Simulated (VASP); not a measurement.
Shape and ions are relaxed at each volume.

Here is the system:

Space group P6₃/mmc (No. 194); a = 3.556 Å, b = 3.556 Å, c = 5.577 Å, α = 90.00°, β = 90.00°, γ = 120.00°

```tsv
atom	site	symmetry	x	y	z
Tb	2c	-6m2	0.3333	0.6667	0.2500
```

Method: PBE GGA with D3 dispersion (zero damping), VASP's PBE PAW potentials (set 64) (plane waves; VASP 6.6.1). Numerical set-up: 520 eV cut-off, 12×12×7 Γ-centred mesh, first-order Methfessel-Paxton smearing of 0.10 eV, potentials Tb_3.

The 4f electrons are frozen in the core of the lanthanide potential, so 4f levels, which can set the real gap, and their magnetism are missing.

Task: Give the energy at these volumes per atom, relative to the lowest: 28.84, 29.76, 30.68, 31.60, 32.52 Å³.

Result: 12.2, 2.3, 0.0, 4.2, 14.4 meV/atom. A third-order Birch-Murnaghan fit gives B0 = 39.1 GPa and B0′ = 2.8.

Measured: bulk modulus 38.7 GPa (computed value off by +1.0 %), as given by Wikipedia, Terbium (infobox). The calculation is for a static lattice, while the measured bulk modulus holds thermal and zero-point effects, which are part of the difference.

The compound is Tb in the hcp structure. It was relaxed first.
